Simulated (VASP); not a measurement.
Crystal: Rh.

```
Rh
1.0
     0.00000    1.89785    1.89785
     1.89785    0.00000    1.89785
     1.89785    1.89785    0.00000
Rh
1
Direct
  0.00000 0.00000 0.00000
```

* Program: VASP 6.6.1
* Task: relaxation of cell and atoms
* Functional: PBEsol
* Potentials or basis: VASP PAW PBE potentials, release 64 (Rh_pv)
* Cutoff: 600 eV
* k mesh: 16 × 16 × 16
* Occupations: methfessel-paxton, width 0.1 eV
* Spin: no spin polarisation

At the start: pressure -3.7 GPa; volume 13.67 Å³/atom.

**Question.** Where does the relaxation end?

**Answer.** Over 3 steps the energy falls by 2.1 meV/atom and the volume is 13.50 Å³/atom (-1.3 %); space group Fm-3m (No. 225, to 0.05 Å).

Step by step:
| step | energy change (eV) | largest force (eV/Å) | pressure (GPa) | volume (Å³) |
| --- | --- | --- | --- | --- |
| 1 | 0.0000 | 0.0000 | -3.74 | 13.67 |
| 2 | 0.0125 | 0.0000 | 10.90 | 13.05 |
| 3 | -0.0021 | 0.0000 | -0.05 | 13.50 |

Final structure:
```cif
data_structure
_symmetry_space_group_name_H-M 'P 1'
_symmetry_Int_Tables_number 1
_cell_length_a 2.6725
_cell_length_b 2.6725
_cell_length_c 2.6725
_cell_angle_alpha 60.000
_cell_angle_beta 60.000
_cell_angle_gamma 60.000
_cell_volume 13.50
loop_
_atom_site_label
_atom_site_type_symbol
_atom_site_fract_x
_atom_site_fract_y
_atom_site_fract_z
_atom_site_occupancy
Rh1 Rh 0.00000 0.00000 0.00000 1
```

Caveat: the PAW data sets were made with another functional, which shifts forces and pressure a little.
